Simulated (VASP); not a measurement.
OSZICAR of a VASP run on InP (zinc blende):

File OSZICAR:
```
       N       E                     dE             d eps       ncg     rms          rms(c)
DAV:   1     0.114309398381E+03    0.11431E+03   -0.86478E+03   764   0.154E+03
DAV:   2    -0.550732744125E+00   -0.11486E+03   -0.11159E+03   779   0.330E+02
DAV:   3    -0.857237140796E+01   -0.80216E+01   -0.79606E+01   994   0.912E+01
DAV:   4    -0.878311262230E+01   -0.21074E+00   -0.21063E+00   903   0.162E+01
DAV:   5    -0.879353777013E+01   -0.10425E-01   -0.10425E-01  1107   0.327E+00    0.580E+00
DAV:   6    -0.839404272387E+01    0.39950E+00   -0.75282E-01  1105   0.161E+01    0.357E+00
DAV:   7    -0.836455611721E+01    0.29487E-01   -0.21613E-01  1030   0.414E+00    0.127E+00
DAV:   8    -0.836462049814E+01   -0.64381E-04   -0.18629E-02   973   0.203E+00    0.409E-01
DAV:   9    -0.836532106161E+01   -0.70056E-03   -0.24120E-03   935   0.776E-01    0.203E-01
DAV:  10    -0.836536184156E+01   -0.40780E-04   -0.22966E-04  1024   0.130E-01    0.144E-01
DAV:  11    -0.836540889936E+01   -0.47058E-04   -0.35505E-05   854   0.475E-02    0.509E-02
DAV:  12    -0.836542353670E+01   -0.14637E-04   -0.47670E-05   847   0.125E-01    0.242E-02
DAV:  13    -0.836542370487E+01   -0.16818E-06   -0.23196E-06   959   0.162E-02    0.209E-02
DAV:  14    -0.836542384010E+01   -0.13522E-06   -0.85005E-07   819   0.106E-02    0.714E-03
DAV:  15    -0.836542402369E+01   -0.18359E-06   -0.10960E-07   692   0.277E-03    0.328E-03
DAV:  16    -0.836542401307E+01    0.10624E-07   -0.16681E-08   437   0.224E-03
   1 F= -.83654240E+01 E0= -.83654240E+01  d E =-.848976E-11
```

Task: Which electronic solver shows in the log?

Result: It is blocked Davidson (ALGO = Normal, or the opening steps of other solvers). The INCAR had ALGO = Normal.

Task: Can the final energy be trusted as converged?

Result: The run converged. It stopped with EDIFF = 1E-7, NELM = 100 (PBE GGA, plane waves, VASP's PBE PAW potentials (set 64)).

The compound is InP in the zinc blende structure. This cell is one point of a volume scan, at 0.94 of the reference volume.
